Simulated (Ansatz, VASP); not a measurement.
One calculation of MnCrSb, two programs

INCAR

```
SYSTEM = MnCrSb
PREC = Accurate
ENCUT = 520
EDIFF = 1E-7
ISMEAR = -1
SIGMA = 0.05
LREAL = .FALSE.
LASPH = .TRUE.
NELM = 120
ALGO = Normal
ISIF = 2
LWAVE = .FALSE.
LCHARG = .FALSE.
ISPIN = 2
MAGMOM = 0 0 4 4 3 3
LORBIT = 11
LMAXMIX = 4
GGA = PE
NBANDS = 43
```

The input KPOINTS:

```
regular mesh
0
G
  7 7 5
  0 0 0
```

File POSCAR:

```
MnCrSb
1.0
    4.5145795028      0.0000000000      0.0000000000
   -2.2572897514      3.9097405368      0.0000000000
    0.0000000000      0.0000000000      5.5011022626
Sb Mn Cr
2 2 2
Direct
    0.3333333333      0.6666666667      0.2500000000
    0.6666666667      0.3333333333      0.7500000000
    0.0000000000      0.0000000000      0.5000000000
    0.0000000000      0.0000000000      0.0000000000
    0.3333333333      0.6666666667      0.7500000000
    0.6666666667      0.3333333333      0.2500000000
```

File input.yaml:

```yaml
crystal:
  lattice:
    - [4.5145795028, 0.0, 0.0]
    - [-2.2572897514, 3.9097405368, 0.0]
    - [0.0, 0.0, 5.5011022626]
  atoms:
    - { symbol: Sb, position: [0.3333333333, 0.6666666667, 0.25] }
    - { symbol: Sb, position: [0.6666666667, 0.3333333333, 0.75] }
    - { symbol: Mn, position: [0.0, 0.0, 0.5], spin: 4.0 }
    - { symbol: Mn, position: [0.0, 0.0, 0.0], spin: 4.0 }
    - { symbol: Cr, position: [0.3333333333, 0.6666666667, 0.75], spin: 3.0 }
    - { symbol: Cr, position: [0.6666666667, 0.3333333333, 0.25], spin: 3.0 }
hamiltonian:
  xc: pbe
  pseudopotentials: { kind: paw }
magnetization:
  spin_polarized: true
kpoints:
  mp_grid: { grid: [7, 7, 5] }
scf:
  occupations: { method: fermi_dirac, width: 0.05 }
output:
  forces: true
  stress: true
  eigenvalues: true
```

Change from the starting cell: volume scaled by 0.98.

Alike in both runs: task single point; functional PBE; k mesh 7 × 7 × 5; occupations fermi-dirac, width 0.05 eV; collinear spin, ferromagnetic start.

|  | VASP | Ansatz |
| --- | --- | --- |
| version | VASP 6.6.1 | Ansatz 0.2.0 |
| potentials or method | VASP PAW PBE potentials, release 64 (Sb, Mn_pv, Cr_pv) | Ansatz PAW |
| plane-wave cutoff (eV) | 520 | 420 |
| valence electrons in the cell | 60 | 88 |

|  | VASP | Ansatz | Ansatz less VASP |
| --- | --- | --- | --- |
| gap on the k mesh at the Fermi level (eV) | none | none | - |
| pressure (GPa) | 0.7 | 3.2 | +2.47 |
| largest component of the traceless stress (GPa) | 0.38 | 3.13 | +2.749 |
| net moment per atom (μB) | 1.91 | 0.15 | -1.761 |
| size of the moment on the site where the two differ most (μB) | 3.04 | 3.24 | +0.200 |

The net moments differ so much that the two runs ended in different magnetic states, which moves the other rows too. Site moments also hang on the region over which each program counts them. A gap of «none» marks a metal or a gap that the smearing closes. The two sets of potentials don't hold the same shells in valence.

Caveats: only a ferromagnetic start was run, and an antiferromagnetic order may lie lower in energy (VASP); the starting moments weren't kept (Ansatz). Spin-orbit coupling is left out, which matters for the levels of Sb.
